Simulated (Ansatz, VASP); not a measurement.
**Cross-check of ZnS (Wurtzite-2H) between VASP and Ansatz**

Wanted: the spread between two codes on one cell, functional and k mesh. The structure shown is the start of the Ansatz relaxation below; VASP solves that cell, so the two are compared at the walk's first step.

Program: Ansatz 0.2.0. Level of theory: plane waves, with VASP 6.6.1 beside it; single point at PBE. Results are calculated unless marked as measured.

## (1) Starting point

Symmetry: P6_3mc, No. 186, hexagonal system. The conventional cell has a = 3.793 Å, b = 3.793 Å, c = 6.223 Å, α = 90.00°, β = 90.00°, γ = 120.00°. S has 4 Zn at 2.33 Å nearest. Zn has 4 S at 2.33 Å nearest. Farther neighbours and most contacts between anions are not listed.

As a file:

```cif
data_structure
_symmetry_space_group_name_H-M 'P6_3mc'
_symmetry_Int_Tables_number 186
_cell_length_a 3.7925
_cell_length_b 3.7925
_cell_length_c 6.2230
_cell_angle_alpha 90.000
_cell_angle_beta 90.000
_cell_angle_gamma 120.000
_cell_volume 77.51
loop_
_atom_site_label
_atom_site_type_symbol
_atom_site_symmetry_multiplicity
_atom_site_Wyckoff_symbol
_atom_site_fract_x
_atom_site_fract_y
_atom_site_fract_z
_atom_site_occupancy
S1 S 2 b 0.33333 0.66667 0.37964 1
Zn1 Zn 2 b 0.33333 0.66667 0.00536 1
```

## (2) Ansatz: relaxation, PBE

Ansatz runs on its PAW soft_1 files.

The two programs are compared at the cell with which this relaxation starts, whose forces are those of its first step.

File input.yaml:

```yaml
crystal:
  lattice:
    - [3.7925008563, 0.0, 0.0]
    - [-1.8962504281, 3.2844020854, 0.0]
    - [0.0, 0.0, 6.2229908407]
  atoms:
    - { symbol: S, position: [0.3333333333, 0.6666666667, 0.3796445775] }
    - { symbol: S, position: [0.6666666667, 0.3333333333, 0.8796445775] }
    - { symbol: Zn, position: [0.3333333333, 0.6666666667, 0.0053554225] }
    - { symbol: Zn, position: [0.6666666667, 0.3333333333, 0.5053554225] }
kpoints:
  mp_grid: { grid: [12, 12, 8] }
hamiltonian:
  xc: pbe
  pseudopotentials: { kind: paw, azcp: { folder: soft_1 } }
scf:
  occupations: { method: fixed }
output:
  forces: true
  stress: true
  eigenvalues: true
relax:
  adjacent_minimum: "off"
  f_tol: 0.001
  max_steps: 60
  cell: { stress_tol: 0.01, fix: [volume] }
```

Started as:

```
$ ansatz run input.yaml --threads 8 --pin off --max-ram 16384MiB --backend cpu --events-out ev --progress --plain --runs-dir out
```

Numbers of over 12 decimals in the logs are rounded to 6 here.

Output:

```text
Engine: ansatz 0.2.0, x86_64-unknown-linux-gnu
Pseudopotentials: kind: paw
Pseudopotential: S, paw, valence charge 6, recommended cutoff 420 eV (normal), soft_1/S.paw.azcp
Pseudopotential: Zn, paw, valence charge 12, recommended cutoff 420 eV (normal), soft_1/Zn.paw.azcp
Functional definition: PBE
  parameter kappa = 0.804
  parameter beta = 0.066725
  exchange = pbe_x(kappa = kappa, mu = beta*pi^2/3)
  correlation = pbe_c(beta = beta)
Crystal: 4 atoms, lattice volume = 77.514 Å³
Basis set: ecut = 420 eV, 1521 PW (Γ), exchange–correlation on 54×54×90 points (8 copies of the dense FFT grid, shifted against one another)
Bands: 22, of which v1, the nominal top of the filled ones, is band 18 counted from 1 (17 counted from 0)
Symmetry: 12 space group operations
Space group: P63mc (ITA 186), of the structure as read, at distance tolerance 4.3e-5 Å
k-points: 95 of 1152 (time reversal used)
Non-local potential: S, projectors of the file, l = 0: 2, l = 1: 2, l = 2: 1
Non-local potential: Zn, projectors of the file, l = 0: 2, l = 1: 2, l = 2: 3, l = 3: 1
PAW form: soft (Blöchl's): semilocal exchange-correlation on the pseudo side does not see the compensation charge
PAW one-centre angular grid: S, 110 points (default); XC on 64 Gauss nodes
PAW one-centre angular grid: Zn, 590 points (default); XC on 64 Gauss nodes
Initial density: superposition of atomic densities (chi_scale 0.1, normalization cell, long waves kept (reshape's long-wave potential 0.00 eV rms))
Initial wavefunctions: pseudopotential atomic-orbital guess
Functional: x = pbe(κ = 0.804, μ = 0.219515), c = pbe(β = 0.066725)
SCF iter   1: F=—  HF=-8445.622605 eV  |F-HF|=—  |Δ(HF+E_count)|=         —  Δρ=4.13e-2  dr2=8.21e-1  ethr=3.10e-3  ⟨swp⟩=5.1  Hψ=10255  notcnv=0  defer=180
preconditioner: auto → Resta (q_TF=auto, 2.401 Å⁻¹)  ε∞=6.2  [insulator: Δε(μ)=2.458 eV  Ē_g=11.058 eV  n_scr=22 (ndim 8)  ℏωp=25.3 eV  f_vac=0.005  ε∞_Penn≈6.2]
SCF iter   2: F=—  HF=-8445.457628 eV  |F-HF|=—  |Δ(HF+E_count)|=   1.65e-1  Δρ=1.65e-2  dr2=1.80e-1  ethr=2.28e-3  ⟨swp⟩=2.0  Hψ=4311  notcnv=0  defer=186
SCF iter   3: F=—  HF=-8445.437257 eV  |F-HF|=—  |Δ(HF+E_count)|=   2.04e-2  Δρ=1.10e-2  dr2=6.14e-2  ethr=5.01e-4  ⟨swp⟩=2.0  Hψ=3803  notcnv=0  defer=187
SCF iter   4: F=—  HF=-8445.426982 eV  |F-HF|=—  |Δ(HF+E_count)|=   1.03e-2  Δρ=3.20e-3  dr2=5.61e-3  ethr=1.71e-4  ⟨swp⟩=2.0  Hψ=4563  notcnv=0  defer=187
SCF iter   5: F=—  HF=-8445.430315 eV  |F-HF|=—  |Δ(HF+E_count)|=   3.33e-3  Δρ=5.48e-4  dr2=3.00e-4  ethr=1.56e-5  ⟨swp⟩=3.1  Hψ=3938  notcnv=0  defer=187
SCF iter   6: F=—  HF=-8445.430847 eV  |F-HF|=—  |Δ(HF+E_count)|=   5.32e-4  Δρ=2.80e-4  dr2=6.94e-5  ethr=8.33e-7  ⟨swp⟩=2.1  Hψ=3875  notcnv=0  defer=187
SCF iter   7: F=—  HF=-8445.430945 eV  |F-HF|=—  |Δ(HF+E_count)|=   9.76e-5  Δρ=7.57e-5  dr2=1.92e-6  ethr=1.93e-7  ⟨swp⟩=2.0  Hψ=3938  notcnv=0  defer=185
SCF iter   8: F=—  HF=-8445.430948 eV  |F-HF|=—  |Δ(HF+E_count)|=   3.39e-6  Δρ=2.46e-5  dr2=3.06e-7  ethr=5.33e-9  ⟨swp⟩=2.0  Hψ=3564  notcnv=0  defer=185
SCF iter   9: F=-8445.430949 eV  HF=-8445.430949 eV  |F-HF|=9.95e-9  |Δ(HF+E_count)|=   2.72e-7  Δρ=3.91e-6  dr2=1.03e-8  ethr=2.78e-10  ⟨swp⟩=8.9  Hψ=13382  notcnv=0
SCF 1 converged in 9 iterations: F = -8445.430949 eV  dr2 = 1.03e-8
  greatest PAW one-centre occupation: 0.983 electrons in one spin orbital (limit 2), on the Zn atom at site 3 (counted from 0), in its partial waves of l = 2
relax step   1: F+E_penalty+E_count = -8445.43094853 eV  Δ(F+E_penalty+E_count) = +0.000e0 eV  max|allowed force component| = 4.626e-3 eV/Å  Δτ_max = 0.0000 Å  P = +3.087 GPa  Ω = 77.514 Å³  fix = [volume]  reactions: volume +3.087 GPa  (9 SCF iters, dr2 threshold 1.00e-7 eV, accepted)
[...]
relax step   2: F+E_penalty+E_count = -8445.43095717 eV  Δ(F+E_penalty+E_count) = -8.642e-6 eV  max|allowed force component| = 3.225e-3 eV/Å  Δτ_max = 0.0004 Å  P = +3.086 GPa  Ω = 77.514 Å³  energy of the carried Pulay correction = +3.837e-17 eV  fix = [volume]  reactions: volume +3.086 GPa  (5 SCF iters, dr2 threshold 1.34e-9 eV, accepted)
[...]
relax step   3: F+E_penalty+E_count = -8445.43095881 eV  Δ(F+E_penalty+E_count) = -1.642e-6 eV  max|allowed force component| = 1.462e-3 eV/Å  Δτ_max = 0.0003 Å  P = +3.085 GPa  Ω = 77.514 Å³  energy of the carried Pulay correction = +1.535e-16 eV  fix = [volume]  reactions: volume +3.085 GPa  (5 SCF iters, dr2 threshold 6.50e-10 eV, accepted)
[...]
relax step   4: F+E_penalty+E_count = -8445.43095919 eV  Δ(F+E_penalty+E_count) = -3.767e-7 eV  max|allowed force component| = 3.473e-6 eV/Å  Δτ_max = 0.0001 Å  P = +3.085 GPa  Ω = 77.514 Å³  energy of the carried Pulay correction = +1.151e-16 eV  fix = [volume]  reactions: volume +3.085 GPa  (5 SCF iters, dr2 threshold 1.34e-10 eV, accepted)
[...]
relax step   5: F+E_penalty+E_count = -8445.43096009 eV  Δ(F+E_penalty+E_count) = -9.016e-7 eV  max|allowed force component| = 5.053e-6 eV/Å  Δτ_max = 0.0000 Å  P = +3.085 GPa  Ω = 77.514 Å³  fix = [volume]  reactions: volume +3.085 GPa  stress off target by 1.65e-4 GPa on what of the cell is left free  SCF on the basis re-selected at this cell (its energy is not comparable with the rows above)  (5 SCF iters)
basis re-selected at this cell: Δ(F+E_penalty+E_count) = -9.016e-7 eV, ΔP = +0.000 GPa vs the last step (what re-selecting the basis moved, of the pressure what is left beyond the Pulay correction that the steps carried, after the strain that the cell walked since its last selection, with what the two solves' SCF thresholds leave and, on support functions, any second-order correction that the steps lacked; it is no m [...]
SCF converged after 5 iterations
Free energy (F): -8445.430960 eV
Harris-Foulkes:  -8445.430960 eV  (|F-HF|=1.82e-12)
Internal energy: -8445.430960 eV  (E = F + TS)
E sigma→0 (E₀):  -8445.430960 eV
Fermi energy:    6.024942 eV
--- Per-component energies (eV) ---
  E_band       = 15.764319
  E_kinetic    = 507.802913
  E_local      = -4517.939873  (includes V_loc(G=0)·N_el)
  E_nonlocal   = 1709.355342
  E_hartree    = 1722.326947
  E_xc         = -335.319208
  E_vxc        = -268.286367  (∫ρ·V_xc dr)
  E_paw        = -5012.883777  (= ΣΔE_a)
  E_vpaw       = -859.821013  (= ΣTr[D̂ρ^β])
  E_aug_tail   = -0.000514  (compensation charges beyond the density's cutoff)
  E_ewald      = -2518.772790
  E_smearing   = -0.000000  (= −TS)
  E_closure    = -0.000000  (closes the sum)
  Σ components = -8445.430960   (vs F -8445.430960, Δ=0.00e0)
--- Forces (eV/Å), atoms counted from 1 ---
  atom   1  S     -0.00000000    -0.00000000    -0.00000507
  atom   2  S      0.00000000     0.00000000    -0.00000507
  atom   3  Zn    -0.00000000    -0.00000000     0.00000504
  atom   4  Zn    -0.00000000     0.00000000     0.00000504
  max |Σ_I F_I| component: 6.57e-8 eV/Å
--- Stress (GPa, compression-positive) ---
        3.084964      -0.000000      -0.000000
       -0.000000       3.084964       0.000000
       -0.000000       0.000000       3.084716
  P = ⅓ Tr σ = 3.0849 GPa (30.849 kbar)
--- Band table (eV; the first three rows and the last of 95) ---
  k-point 0: bands = [... 14 lower, 5.1107, 5.9362, 6.0249, 6.0249, 8.2774, 9.1515, 12.3031, 12.3031]
  k-point 1: bands = [... 14 lower, 5.1426, 5.5811, 5.9867, 5.9867, 8.5937, 9.1910, 12.3249, 12.3249]
  k-point 2: bands = [... 14 lower, 5.2345, 5.2345, 5.8795, 5.8795, 9.1759, 9.3045, 12.2507, 12.3989]
  k-point 94: bands = [... 14 lower, 2.9167, 2.9167, 4.6318, 4.6318, 10.5219, 10.5219, 12.3368, 12.3368]
--- Relaxed structure (4 steps of the walk, 4 accepted, 1 SCFs on fresh bases) ---
  F+E_penalty+E_count = -8445.43096009 eV   max|allowed force component| = 5.053e-6 eV/Å   (the final SCF, on the basis selected at the relaxed cell)
  cell:  # Å, volume = 77.5142 Å³
    - [3.791648, -2.886077226552849e-11, 0]
    - [-1.895824, 3.283663, 0]
    - [0, 0, 6.225792]
  atoms:
    - { symbol: S, position: [0.333333, 0.666667, 0.379518] }
    - { symbol: S, position: [0.666667, 0.333333, 0.879518] }
    - { symbol: Zn, position: [0.333333, 0.666667, 0.00548164] }
    - { symbol: Zn, position: [0.666667, 0.333333, 0.505482] }
```

In the SCF lines HF is the Harris–Foulkes energy and dr2 the Hartree energy of the density residual, in eV; the loop may stop once dr2 is under the threshold and the program's other checks hold. Hψ counts applications of the Hamiltonian.

## (3) VASP: single point, PBE, start cell, pair 1

The same cell, functional and mesh now go to VASP, with its own data sets.

Lines of VASP's logs that name or quote its potential files are left out, and so is its time.

File INCAR:

```
SYSTEM = ZnS
PREC = Accurate
ENCUT = 400
EDIFF = 1E-06
NELM = 120
ISMEAR = 0
SIGMA = 0.01
LREAL = .FALSE.
ALGO = Normal
GGA = PE
NBANDS = 24
LORBIT = 11
LWAVE = .FALSE.
LCHARG = .FALSE.
ISIF = 2
LASPH = .TRUE.
GGA_COMPAT = .FALSE.
EFERMI = MIDGAP
KPAR = 2
```

File POSCAR:

```
ZnS
1.0
    3.7925010000      0.0000000000      0.0000000000
   -1.8962500000      3.2844020000      0.0000000000
    0.0000000000      0.0000000000      6.2229910000
S Zn
2 2
Direct
    0.3333331947      0.6666665652      0.3796446114
    0.6666665416      0.3333334348      0.8796445311
    0.3333331947      0.6666665652      0.0053554633
    0.6666665416      0.3333334348      0.5053553830
```

File KPOINTS:

```
Automatic mesh
0
Gamma
12 12 8
0 0 0
```

PAW data sets: S and Zn (PBE family, release 64).

Started as:

```
$ mpirun -np 2 vasp_std
```

Output:

```text
[banner, memory and clock lines left out]
running    2 mpi-ranks, on    1 nodes
 distrk:  each k-point on    1 cores,    2 groups
 distr:  one band on    1 cores,    1 groups

 POSCAR found type information on POSCAR S Zn
 POSCAR found :  2 types and       4 ions
 LDA part: xc-table for (Slater+PW92), standard interpolation
 POSCAR, INCAR and KPOINTS ok, starting setup
 FFT: planning ... GRIDC
 FFT: planning ... GRID_SOFT
 FFT: planning ... GRID
 WAVECAR not read
 entering main loop
       N       E                     dE             d eps       ncg     rms          rms(c)
DAV:   1     0.213295651329E+03    0.21330E+03   -0.15003E+04  4560   0.153E+03
DAV:   2     0.404166699345E+01   -0.20925E+03   -0.20242E+03  4960   0.326E+02
DAV:   3    -0.141640860832E+02   -0.18206E+02   -0.18122E+02  5632   0.102E+02
DAV:   4    -0.145073925250E+02   -0.34331E+00   -0.34311E+00  5408   0.146E+01
DAV:   5    -0.145140515408E+02   -0.66590E-02   -0.66584E-02  5752   0.192E+00    0.101E+01
DAV:   6    -0.136551260682E+02    0.85893E+00   -0.18460E+00  6968   0.402E+01    0.777E+00
DAV:   7    -0.136691106012E+02   -0.13985E-01   -0.16500E+00  5104   0.731E+00    0.346E+00
DAV:   8    -0.136561331008E+02    0.12978E-01   -0.66626E-02  6080   0.305E+00    0.110E+00
DAV:   9    -0.136566857514E+02   -0.55265E-03   -0.15940E-02  6424   0.192E+00    0.265E-01
DAV:  10    -0.136568057087E+02   -0.11996E-03   -0.91470E-04  5536   0.412E-01    0.132E-01
DAV:  11    -0.136570382979E+02   -0.23259E-03   -0.42845E-04  5264   0.132E-01    0.943E-02
DAV:  12    -0.136570317970E+02    0.65009E-05   -0.18701E-05  6232   0.396E-02    0.699E-03
DAV:  13    -0.136570350579E+02   -0.32609E-05   -0.42551E-06  5104   0.125E-02    0.318E-03
DAV:  14    -0.136570352555E+02   -0.19752E-06   -0.32525E-07  4224   0.878E-03
   1 F= -.13657035E+02 E0= -.13657035E+02  d E =0.000000E+00
```

From OUTCAR (step 3):

```text
ion  position               nearest neighbor table
   1  0.333  0.667  0.380-   4 2.33   4 2.33   4 2.33   3 2.33
   2  0.667  0.333  0.880-   3 2.33   3 2.33   3 2.33   4 2.33
   3  0.333  0.667  0.005-   2 2.33   2 2.33   2 2.33   1 2.33
   4  0.667  0.333  0.505-   1 2.33   1 2.33   1 2.33   2 2.33

  LATTYP: Found a hexagonal cell.
 ALAT       =     3.7925010000
 C/A-ratio  =     1.6408673327

 Subroutine GETGRP returns: Found 12 space group operations
 (whereof  6 operations were pure point group operations)

The static configuration has the point symmetry C_3v.
 The point group associated with its full space group is C_6v.

 Found     95 irreducible k-points:

   k-points           NKPTS =     95   k-points in BZ     NKDIM =     95   number of bands    NBANDS=     24

   dimension x,y,z NGX =    28 NGY =   28 NGZ =   42
   dimension x,y,z NGXF=    56 NGYF=   56 NGZF=   84

   ENCUT  =  400.0 eV  29.40 Ry    5.42 a.u.   6.18  6.18 10.15*2*pi/ulx,y,z

   NELECT =      36.0000    total number of electrons

 k-points in reciprocal lattice and weights: Automatic mesh
   0.00000000  0.00000000  0.00000000       0.001
   0.08333333  0.00000000  0.00000000       0.005
   0.16666667  0.00000000  0.00000000       0.005
   0.25000000 -0.00000000  0.00000000       0.005
   0.33333333  0.00000000  0.00000000       0.005
   0.41666667  0.00000000  0.00000000       0.005
   0.50000000 -0.00000000  0.00000000       0.003
   0.08333333  0.08333333  0.00000000       0.005
   0.16666667  0.08333333  0.00000000       0.010
[...]
0.33333333  0.25000000  0.50000000       0.010
   0.33333333  0.33333333  0.50000000       0.002

 average (electrostatic) potential at core
       1 -88.4446       2 -88.4446       3 -36.1286       4 -36.1286

 E-fermi :   3.4266

 k-point     1 :       0.0000    0.0000    0.0000
  band No.  band energies     occupation
    ...
     14       1.3812      2.00000
     15       1.3812      2.00000
     16       2.2111      2.00000
     17       2.2950      2.00000
     18       2.2951      2.00000
     19       4.5582      0.00000
     20       5.4235      0.00000
     21       8.5961      0.00000
     22       8.5961      0.00000
     23       8.8538      0.00000
    ...

 k-point     2 :       0.0833    0.0000    0.0000
  band No.  band energies     occupation
    ...
     14       0.9897      2.00000
     15       1.2656      2.00000
     16       1.8405      2.00000
     17       2.1505      2.00000
     18       2.2343      2.00000
     19       4.9735      0.00000
     20       5.7870      0.00000
     21       8.3582      0.00000
     22       8.7381      0.00000
     23       9.0043      0.00000
    ...

 k-point     3 :       0.1667    0.0000    0.0000
  band No.  band energies     occupation
    ...
     14       0.1436      2.00000
     15       0.9717      2.00000
     16       0.9769      2.00000
     17       1.9592      2.00000
     18       2.0643      2.00000
     19       5.6904      0.00000
     20       6.3718      0.00000
     21       8.0905      0.00000
     22       9.0620      0.00000
     23       9.0992      0.00000
    ...

  Total        1.4546543      1.4546541      1.4743092      0.0000002      0.0000000      0.0000000
  in kB       30.0669371     30.0669333     30.4731947      0.0000046      0.0000000      0.0000000
  external PRESSURE =      30.2023550 kB  Pullay stress =       0.0000000 kB

  energy-cutoff  :      400.00
  volume of cell :       77.51
      direct lattice vectors                 reciprocal lattice vectors
     3.792501000  0.000000000  0.000000000     0.263678243  0.152234674  0.000000000
    -1.896250000  3.284402000  0.000000000     0.000000000  0.304469429  0.000000000
     0.000000000  0.000000000  6.222991000     0.000000000  0.000000000  0.160694431

 POSITION                                       TOTAL-FORCE (eV/Angst)
 -----------------------------------------------------------------------------------
     -0.00000      2.18960      2.36252         0.000000     -0.000000     -0.004889
      1.89625      1.09480      5.47402        -0.000000      0.000000     -0.004889
     -0.00000      2.18960      0.03333        -0.000000     -0.000000      0.004889
      1.89625      1.09480      3.14482         0.000000     -0.000000      0.004889
 -----------------------------------------------------------------------------------
    total drift:                                0.000564      0.000049     -0.000413

  FREE ENERGIE OF THE ION-ELECTRON SYSTEM (eV)
  ---------------------------------------------------
  free  energy   TOTEN  =       -13.6570352555 eV

  energy  without entropy=      -13.6570352555  energy(sigma->0) =      -13.65703526

 total charge
# of ion       s       p       d       tot
------------------------------------------
    1        1.314   2.447   0.000   3.761
    2        1.314   2.447   0.000   3.761
    3        0.523   0.491   9.801  10.815
    4        0.523   0.491   9.801  10.815
--------------------------------------------------
tot          3.675   5.874  19.603  29.153

[... 3 further parts left out ...]
```

The run ends at a pressure of 3.02 GPa, with forces up to 0.0049 eV/Å.

## (4) Comparison

Known differences besides the potentials themselves: fixed occupations in Ansatz, narrow Gaussian smearing in VASP; the cutoff is 420 eV in Ansatz and 400 eV in VASP. Total energies have different zeros and are not compared.

The forces differ by 0.15 meV/Å r.m.s.; no other quantity is compared for this pair.

## (5) Ansatz: relaxation, PBE

The two programs are compared at the cell with which this relaxation starts, whose forces are those of its first step. The cell compared in this pair holds 79.13 Å³, against 77.51 Å³ for the pair before.

The structure compared here is the start of the Ansatz relaxation; VASP solves that cell, so the two are compared at the walk's first step.

input.yaml, the sections that differ from step 2:

```yaml
crystal:
  lattice:
    - [3.8194862381, 0.0, 0.0]
    - [-1.909743119, 3.3077721116, 0.0]
    - [0.0, 0.0, 6.2631884667]
  atoms:
    - { symbol: S, position: [0.3333333333, 0.6666666667, 0.3797622411] }
    - { symbol: S, position: [0.6666666667, 0.3333333333, 0.8797622411] }
    - { symbol: Zn, position: [0.3333333333, 0.6666666667, 0.0052377589] }
    - { symbol: Zn, position: [0.6666666667, 0.3333333333, 0.5052377589] }
# kpoints, hamiltonian, scf, output, relax: as in step 2
```

Started as:

```
$ ansatz run input.yaml --threads 8 --pin off --max-ram 16384MiB --backend cpu --events-out ev --progress --plain --runs-dir out
```

Output:

```text
[...]
Crystal: 4 atoms, lattice volume = 79.129 Å³
Basis set: ecut = 420 eV, 1545 PW (Γ), exchange–correlation on 54×54×90 points (8 copies of the dense FFT grid, shifted against one another)
Bands: 22, of which v1, the nominal top of the filled ones, is band 18 counted from 1 (17 counted from 0)
Symmetry: 12 space group operations
[...]
k-points: 95 of 1152 (time reversal used)
[...]
--- Relaxed structure (4 steps of the walk, 4 accepted, 1 SCFs on fresh bases) ---
[...]
cell:  # Å, volume = 79.1291 Å³
    - [3.818657, -2.8861250461722846e-11, 0]
    - [-1.909328, 3.307054, 0]
    - [0, 0, 6.265909]
  atoms:
    - { symbol: S, position: [0.333333, 0.666667, 0.379645] }
    - { symbol: S, position: [0.666667, 0.333333, 0.879645] }
    - { symbol: Zn, position: [0.333333, 0.666667, 0.00535542] }
    - { symbol: Zn, position: [0.666667, 0.333333, 0.505355] }
[key lines of the parts left out:]
SCF converged after 6 iterations
Free energy (F): -8445.453711 eV
Fermi energy:    5.753549 eV
P = ⅓ Tr σ = 1.4567 GPa (14.567 kbar)
```

[end of part 1 of 2]

[Lines on the potential files, build, host, timing and source positions are cut from VASP's logs without a mark.]

[Logs are printed without paths, hosts, clocks, repeated set-up lines and the standing remarks that a program may print on its own settings, such as how far it seeks lower states.]

[Hosts, paths, dates, database ids (printed as entryN), source tags and the programs' standing remarks are cut or masked in the printed files.]
